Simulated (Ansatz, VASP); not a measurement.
**CoSi2 in two plane-wave programs**

Aim: how closely do two programs agree when they are given the same cell, functional and k mesh? The cell is taken from a series of VASP runs on this material, whose earlier steps may have relaxed, scaled or displaced it; both programs get it as it stands.

Main program and level: Ansatz 0.2.0; plane waves, with VASP 6.6.1 beside it; relaxation of cell and atoms at LDA.

## Step 1: Set-up

The structure is cubic, space group Fm-3m (No. 225). Conventional cell: a = 5.275 Å, b = 5.275 Å, c = 5.275 Å, α = 90.00°, β = 90.00°, γ = 90.00°. Co has 8 Si at 2.28 Å nearest. Nearest to Si lie 4 Co at 2.28 Å. Farther neighbours are not listed.

Structure file:

```cif
data_structure
_symmetry_space_group_name_H-M 'P 1'
_symmetry_Int_Tables_number 1
_cell_length_a 3.7303
_cell_length_b 3.7303
_cell_length_c 3.7303
_cell_angle_alpha 60.000
_cell_angle_beta 60.000
_cell_angle_gamma 60.000
_cell_volume 36.71
loop_
_atom_site_label
_atom_site_type_symbol
_atom_site_fract_x
_atom_site_fract_y
_atom_site_fract_z
_atom_site_occupancy
Co1 Co 0.00000 0.00000 0.00000 1
Si2 Si 0.25000 0.25000 0.25000 1
Si3 Si 0.75000 0.75000 0.75000 1
```

## Step 2: Ansatz: relaxation of cell and atoms, LDA

Ansatz runs on its default PAW (the set named soft_2) files.

The relaxed volume is the usual yardstick between codes: its relative difference is about their pressure difference at one cell divided by the bulk modulus.

Contents of input.yaml:

```yaml
crystal:
  lattice:
    - [0.0, 2.6377471645, 2.6377471645]
    - [2.6377471645, 0.0, 2.6377471645]
    - [2.6377471645, 2.6377471645, 0.0]
  atoms:
    - { symbol: Co, position: [0.0, 0.0, 0.0] }
    - { symbol: Si, position: [0.25, 0.25, 0.25] }
    - { symbol: Si, position: [0.75, 0.75, 0.75] }
hamiltonian:
  xc: lda
  pseudopotentials: { kind: paw }
magnetization:
  spin_polarized: true
kpoints:
  mp_grid: { grid: [12, 12, 12] }
scf:
  occupations: { method: gaussian, width: 0.05 }
relax:
  f_tol: 0.01
  max_steps: 60
  cell: { stress_tol: 0.05 }
output:
  forces: true
  stress: true
  write_density: true
  write_potential: true
  elf: true
  volumetric_format: npy
```

On the command line:

```
> ansatz run input.yaml --threads 4 --pin off --max-ram 9216MiB --backend cpu --events-out ev --progress --plain --runs-dir out
```

Numbers of over 12 decimals in the logs are rounded to 6 here.

Output:

```text
band count auto-derived: 18 (N_el = 25.0; filled up to band 13; 17 by the electrons, moments and atoms)
Engine: ansatz 0.2.0, aarch64-unknown-linux-gnu
Pseudopotentials: kind: paw
Pseudopotential: Co, paw, valence charge 17, recommended cutoff 420 eV (normal), Co.paw.azcp
Pseudopotential: Si, paw, valence charge 4, recommended cutoff 420 eV (normal), Si.paw.azcp
Functional definition: SPW92
  exchange = slater_x
  correlation = pw_c
Crystal: 3 atoms, lattice volume = 36.705 Å³
Basis set: ecut = 420 eV, 725 PW (Γ)
Bands: 18, of which v1, the nominal top of the filled ones, is band 13 counted from 1 (12 counted from 0)
Symmetry: 48 space group operations
Space group: Fm-3m (ITA 225), of the structure as read, at distance tolerance 3.3e-5 Å
k-points: 72 of 1728
Non-local potential: Co, projectors of the file, l = 0: 3, l = 1: 2, l = 2: 3, l = 3: 1
Non-local potential: Si, projectors of the file, l = 0: 2, l = 1: 2, l = 2: 2
PAW form: soft (Blöchl's): semilocal exchange-correlation on the pseudo side does not see the compensation charge
PAW frozen core: Co, regenerated for the run's functional, and the local potential with it (the file was generated under x = pbe(κ = 0.804, μ = 0.219515), c = pbe(β = 0.066725))
PAW frozen core: Si, regenerated for the run's functional, and the local potential with it (the file was generated under x = pbe(κ = 0.804, μ = 0.219515), c = pbe(β = 0.066725))
PAW one-centre angular grid: Co, 590 points (default); XC on 64 Gauss nodes
PAW one-centre angular grid: Si, 110 points (default); XC on 64 Gauss nodes
Initial density: superposition of atomic densities (chi_scale 0.1, normalization cell, long waves kept (reshape's long-wave potential 0.00 eV rms))
Initial wavefunctions: pseudopotential atomic-orbital guess
Functional: x = slater, c = lda
SCF iter   1: F=—  HF=-6283.279371 eV  |F-HF|=—  |Δ(HF+E_count)|=         —  Δρ=6.53e-2 (↑6.53e-2 ↓6.53e-2)  dr2=7.61e0  dr2_m=0.00e0  M=0.000 μB ∫|m|=0.000 μB  β_m=0.30  ethr=3.10e-3  ⟨swp⟩=5.7  Hψ=6616  notcnv=0
preconditioner: auto → none  [insulator: Δε(μ)=0.083 eV  Ē_g=9.802 eV  σ=0.050 eV  W_gap=0.73  n_scr=14 (ndim 8)  ℏωp=25.3 eV  f_vac=0.000  D(μ)=0.71/eV (n_scr^D=0)  ε∞_Penn≈7.6]
SCF iter   2: F=—  HF=-6283.845028 eV  |F-HF|=—  |Δ(HF+E_count)|=   5.66e-1  Δρ=1.37e-1 (↑1.37e-1 ↓1.37e-1)  dr2=1.71e1  dr2_m=0.00e0  M=0.000 μB ∫|m|=0.000 μB  β_m=0.21  ethr=3.10e-3  ⟨swp⟩=3.0  Hψ=3366  notcnv=0  defer=100  recentre
preconditioner: auto → Kerker (q_TF=auto, 2.559 Å⁻¹)  [metal: Δε(μ)=0.042 eV  Ē_g=9.038 eV  σ=0.050 eV  W_gap=0.44  n_scr=14 (ndim 8)  ℏωp=25.3 eV  f_vac=0.000  D(μ)=1.03/eV (n_scr^D=8)]
spin=Collinear: Kerker preconditioning applied to the charge; magnetization (m = ρ↑ − ρ↓) channel mixes plain (no charge-response kernel on spin).
SCF iter   3: F=—  HF=-6281.303640 eV  |F-HF|=—  |Δ(HF+E_count)|=    2.54e0  Δρ=4.97e-2 (↑4.88e-2 ↓4.97e-2)  dr2=7.53e-1  dr2_m=6.92e-1  M=1.241 μB ∫|m|=1.241 μB  ethr=3.10e-3  ⟨swp⟩=2.7  Hψ=3155  notcnv=0  defer=96
Mixer restart at iter 3: flushing history
SCF iter   4: F=—  HF=-6282.153315 eV  |F-HF|=—  |Δ(HF+E_count)|=         —  Δρ=4.19e-2 (↑3.90e-2 ↓4.19e-2)  dr2=9.08e-1  dr2_m=4.08e-1  M=0.189 μB ∫|m|=0.195 μB  β_m=0.22  ethr=3.01e-3  ⟨swp⟩=3.1  Hψ=6287  notcnv=0  defer=48
SCF iter   5: F=—  HF=-6282.092581 eV  |F-HF|=—  |Δ(HF+E_count)|=   6.07e-2  Δρ=3.59e-2 (↑3.59e-2 ↓3.24e-2)  dr2=5.99e-1  dr2_m=2.85e-1  M=0.144 μB ∫|m|=0.150 μB  β_m=0.61  ethr=3.01e-3  ⟨swp⟩=1.0  Hψ=3125  notcnv=0  defer=55
SCF iter   6: F=—  HF=-6282.067670 eV  |F-HF|=—  |Δ(HF+E_count)|=   2.49e-2  Δρ=3.73e-2 (↑3.06e-2 ↓3.73e-2)  dr2=1.20e0  dr2_m=3.85e-3  M=0.008 μB ∫|m|=0.026 μB  β_m=0.43  ethr=2.39e-3  ⟨swp⟩=2.3  Hψ=4891  notcnv=0  defer=65
Mixer restart at iter 6: flushing history
SCF iter   7: F=—  HF=-6281.925524 eV  |F-HF|=—  |Δ(HF+E_count)|=         —  Δρ=4.63e-3 (↑4.63e-3 ↓4.63e-3)  dr2=2.65e-2  dr2_m=0.00e0  M=0.000 μB ∫|m|=0.000 μB  β_m=0.43  ethr=2.39e-3  ⟨swp⟩=5.6  Hψ=4961  notcnv=0  defer=28
SCF iter   8: F=—  HF=-6281.926442 eV  |F-HF|=—  |Δ(HF+E_count)|=   9.18e-4  Δρ=3.18e-3 (↑3.18e-3 ↓3.18e-3)  dr2=1.29e-2  dr2_m=0.00e0  M=0.000 μB ∫|m|=0.000 μB  β_m=0.42  ethr=1.06e-4  ⟨swp⟩=2.0  Hψ=2401  notcnv=0  defer=95
SCF iter   9: F=—  HF=-6281.925606 eV  |F-HF|=—  |Δ(HF+E_count)|=   8.36e-4  Δρ=3.42e-3 (↑3.42e-3 ↓3.42e-3)  dr2=1.37e-2  dr2_m=0.00e0  M=0.000 μB ∫|m|=0.000 μB  β_m=0.21  ethr=5.17e-5  ⟨swp⟩=2.1  Hψ=1919  notcnv=0  defer=95
SCF iter  10: F=—  HF=-6281.924780 eV  |F-HF|=—  |Δ(HF+E_count)|=   8.26e-4  Δρ=9.79e-4 (↑9.79e-4 ↓9.79e-4)  dr2=2.14e-3  dr2_m=0.00e0  M=0.000 μB ∫|m|=0.000 μB  β_m=0.56  ethr=5.17e-5  ⟨swp⟩=2.2  Hψ=1543  notcnv=0  defer=95
SCF iter  11: F=—  HF=-6281.924521 eV  |F-HF|=—  |Δ(HF+E_count)|=   2.59e-4  Δρ=8.89e-4 (↑8.89e-4 ↓8.89e-4)  dr2=9.17e-4  dr2_m=0.00e0  M=0.000 μB ∫|m|=0.000 μB  β_m=0.78  ethr=8.57e-6  ⟨swp⟩=2.1  Hψ=1745  notcnv=0  defer=95
SCF iter  12: F=—  HF=-6281.924447 eV  |F-HF|=—  |Δ(HF+E_count)|=   7.41e-5  Δρ=3.70e-4 (↑3.70e-4 ↓3.70e-4)  dr2=1.61e-4  dr2_m=0.00e0  M=0.000 μB ∫|m|=0.000 μB  β_m=0.74  ethr=3.67e-6  ⟨swp⟩=1.0  Hψ=1200  notcnv=0  defer=95
[...]
Stability of the state it starts from, as read at its close in the collinear treatment: not read negative (Ritz values of 1 − χ₀K, real part plus size of imaginary part, from 0.88 to 1.0, by its mixing steps under the symmetry group of the SCF that read it); nothing settles its magnetic order
iter 1 solved again at ethr=7.59e-7 eV; its pass at ethr=3.10e-3 eV (dr2=1.90e-4 eV) is discarded
SCF iter   1: F=—  HF=-6281.924432 eV  |F-HF|=—  |Δ(HF+E_count)|=         —  Δρ=2.22e-6 (↑2.22e-6 ↓2.22e-6)  dr2=4.45e-9  dr2_m=0.00e0  M=0.000 μB ∫|m|=0.000 μB  β_m=0.30  ethr=7.59e-7  ⟨swp⟩=3.0  Hψ=9711  notcnv=0
eigensolver tolerance schedule: the retry pair's looser diagonalisation over-reported the residual by 42640.11 of it (diagonalisation noise at an unbounded share of the residual, at the tolerance the schedule requests for it); recorded, not acted on — ethr = c·dr2/N_el stays at c = 1.0e-1
preconditioner: auto → Kerker (q_TF=auto, 2.559 Å⁻¹)  [metal: Δε(μ)=0.044 eV  Ē_g=9.165 eV  σ=0.050 eV  W_gap=0.46  n_scr=14 (ndim 8)  ℏωp=25.3 eV  f_vac=0.000  D(μ)=0.96/eV (n_scr^D=8)]
spin=Collinear: Kerker preconditioning applied to the charge; magnetization (m = ρ↑ − ρ↓) channel mixes plain (no charge-response kernel on spin).
SCF iter   2: F=—  HF=-6281.924433 eV  |F-HF|=—  |Δ(HF+E_count)|=   5.07e-7  Δρ=9.98e-7 (↑9.98e-7 ↓9.98e-7)  dr2=8.09e-10  dr2_m=0.00e0  M=0.000 μB ∫|m|=0.000 μB  β_m=0.26  ethr=1.78e-11  ⟨swp⟩=8.0  Hψ=6801  notcnv=0
SCF iter   3: F=-6281.924433 eV  HF=-6281.924433 eV  |F-HF|=6.18e-11  |Δ(HF+E_count)|=  1.21e-10  Δρ=3.34e-7 (↑3.34e-7 ↓3.34e-7)  dr2=1.11e-10  dr2_m=0.00e0  M=0.000 μB ∫|m|=0.000 μB  ethr=3.23e-12  ⟨swp⟩=4.6  Hψ=5640  notcnv=0
SCF 2 converged in 3 iterations: F = -6281.924433 eV  dr2 = 1.11e-10
relax step   1: F+E_penalty+E_count = -6281.92443256 eV  Δ(F+E_penalty+E_count) = +0.000e0 eV  max|allowed force component| = 2.159e-17 eV/Å  Δτ_max = 0.0000 Å  P = -0.221 GPa  Ω = 36.705 Å³  (3 SCF iters, dr2 threshold 1.00e-7 eV, accepted)
[...]
relax step   2: F+E_penalty+E_count = -6281.92447186 eV  Δ(F+E_penalty+E_count) = -3.931e-5 eV  max|allowed force component| = 1.727e-16 eV/Å  Δτ_max = 0.0000 Å  P = -0.095 GPa  Ω = 36.683 Å³  energy of the carried Pulay correction = +1.713e-5 eV  (4 SCF iters, dr2 threshold 1.22e-7 eV, accepted)
[...]
relax step   3: F+E_penalty+E_count = -6281.92448983 eV  Δ(F+E_penalty+E_count) = -1.796e-5 eV  max|allowed force component| = 2.375e-16 eV/Å  Δτ_max = 0.0000 Å  P = -0.000 GPa  Ω = 36.666 Å³  energy of the carried Pulay correction = +3.002e-5 eV  (4 SCF iters, dr2 threshold 2.24e-8 eV, accepted)
[...]
relax step   4: F+E_penalty+E_count = -6281.92447335 eV  Δ(F+E_penalty+E_count) = +1.648e-5 eV  max|allowed force component| = 1.850e-16 eV/Å  Δτ_max = 0.0000 Å  P = -0.002 GPa  Ω = 36.666 Å³  stress off target by 1.77e-3 GPa  SCF on the basis re-selected at this cell (its energy is not comparable with the rows above)  (7 SCF iters)
basis re-selected at this cell: Δ(F+E_penalty+E_count) = +1.648e-5 eV, ΔP = -0.002 GPa vs the last step (what re-selecting the basis moved, of the pressure what is left beyond the Pulay correction that the steps carried, after the strain that the cell walked since its last selection, with what the two solves' SCF thresholds leave and, on support functions, any second-order correction that the steps lacked; it is no m [...]
SCF converged after 7 iterations
Magnetization: 0.0000 μB (12.5000 up, 12.5000 down)
Absolute magnetization: 0.0000 μB (∫|ρ↑−ρ↓|)
Spin contamination: 0.0000 ħ² per cell (⟨S²⟩ above its minimum at these occupations)
Per-site moments (μB) at R_I (Å): [(0.0, 0.941959), (0.0, 0.941959), (0.0, 0.941959)]
Free energy (F): -6281.924473 eV
Harris-Foulkes:  -6281.924473 eV  (|F-HF|=8.19e-12)
Internal energy: -6281.923277 eV  (E = F + TS)
E sigma→0 (E₀):  -6281.923875 eV
Entropy (-TS):   -0.001196 eV (-0.399 meV/atom)
Fermi energy:    13.367479 eV
--- Per-component energies (eV) ---
  E_band       = -271.221507
  E_kinetic    = 552.064166
  E_local      = -4052.610163  (includes V_loc(G=0)·N_el)
  E_nonlocal   = 510.121546
  E_hartree    = 1763.076324
  E_xc         = -273.717221
  E_vxc        = -307.501929  (∫ρ·V_xc dr)
  E_paw        = -2426.732978  (= ΣΔE_a)
  E_vpaw       = -499.447511  (= ΣTr[D̂ρ^β])
  E_aug_tail   = 0.000011  (compensation charges beyond the density's cutoff)
  E_ewald      = -2354.711874
  E_core_change = 0.586912  (= ΣΔE_core)
  E_smearing   = -0.001196  (= −TS)
  E_closure    = 0.000000  (closes the sum)
  Σ components = -6281.924473   (vs F -6281.924473, Δ=0.00e0)
--- Forces (eV/Å), atoms counted from 1 ---
  atom   1  Co    -0.00000000     0.00000000    -0.00000000
  atom   2  Si    -0.00000000     0.00000000     0.00000000
  atom   3  Si    -0.00000000    -0.00000000    -0.00000000
  max |Σ_I F_I| component: 1.11e-16 eV/Å
--- Stress (GPa, compression-positive) ---
       -0.001768      -0.000000       0.000000
        0.000000      -0.001768      -0.000000
       -0.000000       0.000000      -0.001768
  P = ⅓ Tr σ = -0.0018 GPa (-0.018 kbar)
--- Band table (eV; the first three rows and the last of 144) ---
  k-point 0 ↑: bands = [... 9 lower, 11.3117, 14.4949, 16.8438, 16.8438, 16.8438, 17.0011, 17.0011, 17.0011, ... 1 higher]
  k-point 1 ↑: bands = [... 9 lower, 11.2783, 14.5095, 15.4866, 16.1479, 16.1479, 17.7381, 17.7381, 18.5051, ... 1 higher]
  k-point 2 ↑: bands = [... 9 lower, 11.2056, 13.5645, 15.3963, 15.3963, 15.4418, 17.9050, 17.9050, 18.5615, ... 1 higher]
  k-point 71 ↓: bands = [... 9 lower, 10.9230, 11.2511, 11.8066, 12.6552, 17.2153, 17.2153, 19.2420, 20.1521, ... 1 higher]
--- Relaxed structure (3 steps of the walk, 3 accepted, 1 SCFs on fresh bases) ---
  F+E_penalty+E_count = -6281.92447335 eV   max|allowed force component| = 1.850e-16 eV/Å   (the final SCF, on the basis selected at the relaxed cell)
  cell:  # Å, volume = 36.6659 Å³
    - [0, 2.636801, 2.636801]
    - [2.636801, 0, 2.636801]
    - [2.636801, 2.636801, 0]
  atoms:
    - { symbol: Co, position: [0, 0, 0] }
    - { symbol: Si, position: [0.25, 0.25, 0.25] }
    - { symbol: Si, position: [0.75, 0.75, 0.75] }
```

Elapsed: 7.2 s, on 4 threads of Arm Neoverse N1, shared host; peak memory 0.39 GiB.

(Part 1 of 2 ends here.)

[Lines on the potential files, build, host, timing and source positions are cut from VASP's logs without a mark.]

[Logs are printed without paths, hosts, clocks, repeated set-up lines and the standing remarks that a program may print on its own settings, such as how far it seeks lower states.]

[Hosts, paths, dates, database ids (printed as entryN), source tags and the programs' standing remarks are cut or masked in the printed files.]
